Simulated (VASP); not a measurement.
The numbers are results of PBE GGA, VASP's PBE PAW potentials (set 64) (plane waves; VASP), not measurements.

A VASP calculation is set up with these files.

KPOINTS:
```
Automatic mesh
0
Gamma
14 14 14
0 0 0
```

INCAR:
```
ENCUT = 400   ! plane-wave cut-off (eV)
GGA = PE
NELM = 100
PREC = Accurate
SIGMA = 0.1   ! width (eV)
LCHARG = .False.
SYSTEM = Mo
LREAL = .False.   ! projection in real space or not
LASPH = .True.   ! aspherical one-centre terms
ISIF = 2
EDIFF = 1E-6
LMAXMIX = 4   ! l cut-off of mixed one-centre charges
LWAVE = .False.
ISMEAR = 1   ! Methfessel-Paxton
ISYM = 1
ALGO = Normal
```

**POSCAR**
```
Mo
1
   -1.6065000000     1.6065000000     1.6065000000
    1.6065000000    -1.6065000000     1.6065000000
    1.6065000000     1.6065000000    -1.6065000000
Mo
1
Direct
  0.0000000000   0.0000000000   0.0000000000
```

POTCAR, in this order: Mo_sv (PBE.64 set). Program: vasp_std.

What VASP printed:

File OSZICAR:
```
       N       E                     dE             d eps       ncg     rms          rms(c)
DAV:   1     0.695776063092E+02    0.69578E+02   -0.72478E+03  2339   0.107E+03
DAV:   2    -0.105317676676E+02   -0.80109E+02   -0.76999E+02  2480   0.293E+02
DAV:   3    -0.116082229603E+02   -0.10765E+01   -0.10630E+01  2719   0.331E+01
DAV:   4    -0.116115265390E+02   -0.33036E-02   -0.33031E-02  2491   0.196E+00
DAV:   5    -0.116115399989E+02   -0.13460E-04   -0.13459E-04  2668   0.133E-01    0.128E+01
DAV:   6    -0.109804336687E+02    0.63111E+00   -0.11766E+00  2453   0.129E+01    0.312E+00
DAV:   7    -0.108997752793E+02    0.80658E-01   -0.21179E-01  2673   0.505E+00    0.107E+00
DAV:   8    -0.108954224792E+02    0.43528E-02   -0.46330E-03  2375   0.921E-01    0.217E-01
DAV:   9    -0.108954952459E+02   -0.72767E-04   -0.11501E-04  2716   0.146E-01    0.781E-02
DAV:  10    -0.108955054030E+02   -0.10157E-04   -0.11542E-05  2429   0.420E-02    0.687E-03
DAV:  11    -0.108955055845E+02   -0.18150E-06   -0.23381E-07  1516   0.540E-03
   1 F= -.10895506E+02 E0= -.10895308E+02  d E =-.593324E-03
```

OUTCAR:
```
------------------------ aborting loop because EDIFF is reached ----------------------------------------
  FORCE on cell =-STRESS in cart. coord.  units (eV):
  Direction    XX          YY          ZZ          XY          YZ          ZX
  --------------------------------------------------------------------------------------
  Total       -1.1884903     -1.1884903     -1.1884903      0.0000000      0.0000000      0.0000000
  in kB     -114.8164311   -114.8164311   -114.8164311      0.0000000      0.0000000      0.0000000
  external PRESSURE =    -114.8164311 kB  Pullay stress =       0.0000000 kB
  volume of cell :       16.58
      direct lattice vectors                 reciprocal lattice vectors
    -1.606500000  1.606500000  1.606500000     0.000000000  0.311235605  0.311235605
     1.606500000 -1.606500000  1.606500000     0.311235605  0.000000000  0.311235605
     1.606500000  1.606500000 -1.606500000     0.311235605  0.311235605  0.000000000
 POSITION                                       TOTAL-FORCE (eV/Angst)
 -----------------------------------------------------------------------------------
      0.00000      0.00000      0.00000        -0.000000     -0.000000      0.000000
 -----------------------------------------------------------------------------------
    total drift:                                0.000000     -0.000000      0.000000
  FREE ENERGIE OF THE ION-ELECTRON SYSTEM (eV)
  ---------------------------------------------------
  free  energy   TOTEN  =       -10.8955055845 eV

  energy  without entropy=      -10.8949122610  energy(sigma->0) =      -10.89530781
```
(Selected blocks of OUTCAR.)

The compound is Mo in the bcc structure. The cell was not relaxed at this level. The run is one of a series of settings (ISYM = 1 against the base run), some of them coarse on purpose.
